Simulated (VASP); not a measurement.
Input of a VASP 6.6.1 run:

File INCAR:

```
SYSTEM = HoO
PREC = Accurate ; ENCUT = 520
EDIFF = 1E-6 ; ISMEAR = 0
SIGMA = 0.05 ; LREAL = .FALSE.
LASPH = .TRUE. ; NELM = 100
ALGO = Normal ; ISIF = 2
LWAVE = .FALSE. ; LCHARG = .TRUE.
ISPIN = 2 ; MAGMOM = -2.53 0
LORBIT = 11 ; LMAXMIX = 6
LDAU = .TRUE. ; LDAUTYPE = 2
LDAUL = 3 -1 ; LDAUU = 2 0
LDAUJ = 0 0 ; LDAUPRINT = 1
METAGGA = R2SCAN ; LMIXTAU = .TRUE.
LELF = .TRUE. ; LVHAR = .TRUE.
```

KPOINTS

```
regular mesh
0
G
  7 7 6
  0 0 0
```

POSCAR

```
HoO
1.0
    3.0640300800      0.0000000000      0.0000000000
   -1.5320150400      2.6535278900      0.0000000000
    0.0000000000      0.0000000000      2.9903415500
Ho O
1 1
Direct
    0.0000000000      0.0000000000      0.0000000000
    0.6666666667      0.3333333333      0.5000000000
```

Potentials or basis: VASP PAW PBE potentials, release 64 (Ho, O).

Launch:

```console
$ cat potpaw_PBE.64/Ho/POTCAR potpaw_PBE.64/O/POTCAR > POTCAR
$ mpirun -np 1 vasp_std > vasp.out
```

(1) Estimate the pressure.

(2) Predict the band gap on the k mesh.

(3) Predict the site moments.

(4) What does it give for the net moment?

Answers

(1) 28.2 GPa.

(2) none (metal or under the smearing width).

(3) Ho -3.76; O +0.03 μB.

(4) -3.71 μB per cell.

Caveat: the magnetic or orbital state may not be the lowest; a pressure of tens of GPa on the cell as given is suspect, and the run, the potentials or the cell itself is likely at fault; the PAW data sets were made with another functional, which shifts forces and pressure a little; spin-orbit coupling is left out, which moves the levels of the heavy elements.
